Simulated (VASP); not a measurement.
# CoSi2 (Fm-3m): a series in biaxial strain in the (111) plane

Wanted: the elastic response of CoSi2 to biaxial strain in the (111) plane, with a fit that predicts a row left out.

Program: VASP 6.6.1. Level of theory: PBEsol, no spin polarisation; plane waves and PAW (Co, Si); cell typed or built by script, in the first sound run; inputs show where later runs differ. Results are calculated unless marked as measured.

## 1. The starting structure

The structure is cubic, space group Fm-3m (No. 225). The conventional cell has a = 5.365 Å, b = 5.365 Å, c = 5.365 Å, α = 90.00°, β = 90.00°, γ = 90.00°. Nearest to Co lie 8 Si at 2.32 Å. Si has 4 Co at 2.32 Å nearest. Farther neighbours are not listed.

## 2. Relax the crystal, PBEsol

The series starts from the cell that this level prefers, so that zero strain is near zero stress.

This step took 2 runs in a row; the last is shown.

Level: PBEsol, no spin polarisation; plane waves and PAW (Co, Si); cell typed or built by script.

INCAR

```
SYSTEM = CoSi2
PREC = Accurate
ENCUT = 450
EDIFF = 1E-07
NELM = 120
ISMEAR = 1
SIGMA = 0.15
LREAL = .FALSE.
ALGO = Normal
GGA = PS
NBANDS = 14
LASPH = .TRUE.
LORBIT = 11
LWAVE = .FALSE.
LCHARG = .FALSE.
KPAR = 8
IBRION = 2
NSW = 40
ISIF = 3
EDIFFG = -0.005
POTIM = 0.4
```

POSCAR

```
CoSi2
1.0
    0.0000000000      2.6565168648      2.6565168648
    2.6565168648      0.0000000000      2.6565168648
    2.6565168648      2.6565168648      0.0000000000
Co Si
1 2
Direct
    0.0000000000      0.0000000000      0.0000000000
    0.2500000000      0.2500000000      0.2500000000
    0.7500000000      0.7500000000      0.7500000000
```

KPOINTS

```
Automatic mesh
0
Gamma
16 16 16
0 0 0
```

The projector-augmented-wave data sets are Co and Si (PBE family, release 64).

Command:

```bash
mpirun -np 8 vasp_std
```

The log of the run:

```text
[banner, memory and clock lines left out]
running    8 mpi-ranks, on    1 nodes
[...]
|                                                                             |
|           W    W    AA    RRRRR   N    N  II  N    N   GGGG   !!!           |
|           W    W   A  A   R    R  NN   N  II  NN   N  G    G  !!!           |
|           W    W  A    A  R    R  N N  N  II  N N  N  G       !!!           |
|           W WW W  AAAAAA  RRRRR   N  N N  II  N  N N  G  GGG   !            |
|           WW  WW  A    A  R   R   N   NN  II  N   NN  G    G                |
|           W    W  A    A  R    R  N    N  II  N    N   GGGG   !!!           |
|                                                                             |
|     For optimal performance we recommend to set                             |
|       NCORE = 2 up to number-of-cores-per-socket                            |
|     NCORE specifies how many cores store one orbital (NPAR=cpu/NCORE).      |
|     This setting can greatly improve the performance of VASP for DFT.       |
[...]
DAV:   4    -0.209819600683E+02    0.30871E-05   -0.34583E-05  4368   0.461E-02    0.687E-03
DAV:   5    -0.209819594869E+02    0.58140E-06   -0.15189E-06  5540   0.230E-02    0.208E-03
DAV:   6    -0.209819594875E+02   -0.58503E-09   -0.10840E-07  2848   0.346E-03
   2 F= -.20981959E+02 E0= -.20982070E+02  d E =0.105422E-04
 trial-energy change:    0.000011  1 .order    0.000005   -0.000019    0.000029
 step:   0.2621(harm=  0.4024)  dis= 0.00000  next Energy=   -20.981972 (dE=-0.244E-05)
[...]
N       E                     dE             d eps       ncg     rms          rms(c)
DAV:   1    -0.209820543222E+02   -0.94835E-04   -0.82246E-04  4550   0.540E-01    0.850E-02
DAV:   2    -0.209822991510E+02   -0.24483E-03   -0.19402E-03  5058   0.960E-01    0.148E-01
DAV:   3    -0.209819729460E+02    0.32620E-03   -0.97948E-04  4982   0.691E-01    0.152E-02
DAV:   4    -0.209819708332E+02    0.21128E-05   -0.17809E-05  4282   0.347E-02    0.488E-03
DAV:   5    -0.209819706591E+02    0.17414E-06   -0.77986E-07  5482   0.162E-02    0.151E-03
DAV:   6    -0.209819706362E+02    0.22857E-07   -0.51152E-08  2498   0.244E-03
   3 F= -.20981971E+02 E0= -.20982082E+02  d E =-.606499E-06
[...]
reached required accuracy - stopping structural energy minimisation
```

Wall time 29 s (8 MPI ranks of Intel Xeon Platinum 8259CL at 2.50GHz (Skylake/Cascade Lake), shared host); peak memory 1.7 GiB.

The logs omit lines about the potential files and the build; timing stands in the text.

OUTCAR, selected parts (step 2):

```text
  Total        0.0049765      0.0049765      0.0049765      0.0000000      0.0000000     -0.0000000
  in kB        0.2127006      0.2127006      0.2127006      0.0000000      0.0000000     -0.0000000
  external PRESSURE =       0.2127006 kB  Pullay stress =       0.0000000 kB

 POSITION                                       TOTAL-FORCE (eV/Angst)
 -----------------------------------------------------------------------------------
      0.00000      0.00000      0.00000        -0.000000     -0.000000     -0.000000
      1.32816      1.32816      1.32816         0.000000      0.000000     -0.000000
      3.98447      3.98447      3.98447        -0.000000     -0.000000      0.000000
 -----------------------------------------------------------------------------------
    total drift:                               -0.000000     -0.000000      0.000000

  FREE ENERGIE OF THE ION-ELECTRON SYSTEM (eV)
  ---------------------------------------------------
  free  energy   TOTEN  =       -20.9819706362 eV

  energy  without entropy=      -20.9823058089  energy(sigma->0) =      -20.98208236

 reached required accuracy - stopping structural energy minimisation

[... 3 further parts left out ...]
[key lines of the parts left out:]
E-fermi :  10.3094
```

Numbers from this step:

* energy(sigma→0) of the program: -20.9821 eV
* stress, compression positive: 0.02 along [111], 0.02 across it (mean), GPa
* volume: 37.486 Å³
* ionic steps: 3

## 3. Strain along the normal, PBEsol

One member in full: the plane is strained by 2 %, and the strain along the normal is moved by secant steps until the normal stress is under 0.012 GPa or five steps are spent; the atoms relax at each step.

This step took 4 runs, each at a new trial strain with the atoms of the one before; the last is shown.

Level: PBEsol, no spin polarisation; plane waves and PAW (Co, Si); cell typed or built by script.

Edit INCAR of step 2 so:

```diff
@@ -15,7 +15,7 @@
 LCHARG = .FALSE.
-KPAR = 8
-IBRION = 2
-NSW = 40
-ISIF = 3
-EDIFFG = -0.005
-POTIM = 0.4
+KPAR = 2
+IBRION = 1
+NSW = 25
+ISIF = 2
+EDIFFG = -0.004
+POTIM = 0.3
```

POSCAR

```
CoSi2
1.0
   -0.0616279140      2.6478143480      2.6478143480
    2.6478143480     -0.0616279140      2.6478143480
    2.6478143480      2.6478143480     -0.0616279140
Co Si
1 2
Direct
    0.0000000000      0.0000000000      0.0000000000
    0.2534650211      0.2534650211      0.2534650211
    0.7465349789      0.7465349789      0.7465349789
```

KPOINTS is that of step 2.

Command:

```bash
mpirun -np 2 vasp_std
```

The log of the run:

```text
[banner, memory and clock lines left out]
running    2 mpi-ranks, on    1 nodes
[...]
[... a notice as in an earlier step ...]

 LDA part: xc-table for (Slater+PW92), standard interpolation
 POSCAR, INCAR and KPOINTS ok, starting setup
[...]
entering main loop
       N       E                     dE             d eps       ncg     rms          rms(c)
DAV:   1     0.582745792391E+02    0.58275E+02   -0.62927E+03 11756   0.103E+03
DAV:   2    -0.192436771780E+02   -0.77518E+02   -0.70511E+02 12318   0.212E+02
DAV:   3    -0.225249825259E+02   -0.32813E+01   -0.31980E+01 15396   0.496E+01
DAV:   4    -0.225887648039E+02   -0.63782E-01   -0.63687E-01 13662   0.671E+00
[...]
DAV:  13    -0.209500252231E+02    0.32322E-05   -0.58329E-06 17840   0.348E-02    0.672E-03
DAV:  14    -0.209500251998E+02    0.23347E-07   -0.13343E-06 18262   0.157E-02    0.305E-03
DAV:  15    -0.209500252550E+02   -0.55225E-07   -0.10644E-07  8622   0.664E-03
   1 F= -.20950025E+02 E0= -.20949991E+02  d E =-.209500E+02
 BRION: g(F)=  0.425E-06 g(S)=  0.000E+00
 reached required accuracy - stopping structural energy minimisation
```

Run time: 96 s. Hardware: 2 MPI ranks; peak memory 0.59 GiB; 3.2 min of CPU time.

From OUTCAR (step 3):

```text
  Total       -1.0780204     -1.0780204     -1.0780204      0.5387870      0.5387870      0.5387870
  in kB      -44.9514784    -44.9514784    -44.9514784     22.4664328     22.4664328     22.4664328
  external PRESSURE =     -44.9514784 kB  Pullay stress =       0.0000000 kB

 POSITION                                       TOTAL-FORCE (eV/Angst)
 -----------------------------------------------------------------------------------
      0.00000      0.00000      0.00000        -0.000000      0.000000     -0.000000
      1.32664      1.32664      1.32664        -0.001565     -0.001565     -0.001565
      3.90736      3.90736      3.90736         0.001565      0.001565      0.001565
 -----------------------------------------------------------------------------------
    total drift:                               -0.000000      0.000000      0.000000

  FREE ENERGIE OF THE ION-ELECTRON SYSTEM (eV)
  ---------------------------------------------------
  free  energy   TOTEN  =       -20.9500252550 eV

  energy  without entropy=      -20.9499218556  energy(sigma->0) =      -20.94999079

[... 1 part as in an earlier step ...]

[... 3 further parts left out ...]
[key lines of the parts left out:]
E-fermi :   9.9809
```

This run gave:

| Item | Value |
| --- | --- |
| energy(sigma→0) of the program | -20.9500 eV |
| stress, compression positive | 0.00 along [111], -6.74 across it (mean), GPa |
| ionic steps | 1 |

## 4. The table

The other members went through these steps as far as the tables show, with the same cutoff and, step by step, the same mesh; 39 runs are not shown. The session took 3.1 core hours (wall time by ranks) on a shared machine.

```
in-plane strain (%)  strain along the normal (%)  in-plane stress, tension positive (GPa)  energy above the unstrained row, extrapolated to no smearing (meV/atom)
             -2.000                        1.772                                   -7.103                                                                   11.045
             -1.500                        1.322                                   -5.285                                                                    6.175
             -1.000                        0.875                                   -3.403                                                                    2.766
             -0.500                        0.409                                   -1.815                                                                    0.714
                  0                       -0.013                                    0.041                                                                    0.000
              0.500                       -0.389                                        ?                                                                        ?
              1.000                       -0.758                                    3.464                                                                    2.664
              1.500                       -1.103                                    5.161                                                                    6.028
              2.000                       -1.480                                    6.742                                                                   10.696
```

## 5. A fit to the known rows

A least-squares parabola through the 8 rows shown, with e the strain in %: stress = − 0.04874 e² + 3.467 e + 0.03196 (GPa), r.m.s. residual 0.049 GPa.

For the withheld row, e = 0.5, the fit gives 1.753 GPa.

## 6. Prediction against calculation

The calculation gives 1.738 GPa, so the prediction is 0.015 GPa too high, within twice the residual of the fit.

Slopes at zero strain, from cubics through all rows: strain ratio -0.809, stress over strain 348 GPa.

## 7. Results

```json
{"error of the predicted stress": "0.015 GPa", "ratio of normal to in-plane strain": "-0.809", "biaxial modulus": "348 GPa"}
```

As a check, the curvature of the energy gives 347 GPa for the same modulus (energy per volume = M × strain²), 0 % from the slope of the stress. These are static values: temperature and zero-point motion are left out. In a metal the slopes also depend on mesh and smearing, which were held through the series.

[Lines on the potential files, build, host, timing and source positions are cut from VASP's logs without a mark.]

[Logs are printed without paths, hosts, clocks, repeated set-up lines and the standing remarks that a program may print on its own settings, such as how far it seeks lower states.]

[Hosts, paths, dates, database ids (printed as entryN), source tags and the programs' standing remarks are cut or masked in the printed files.]

[In band tables of VASP the shares of atoms and orbitals are scaled to a sum of 1 inside the atoms' spheres.]
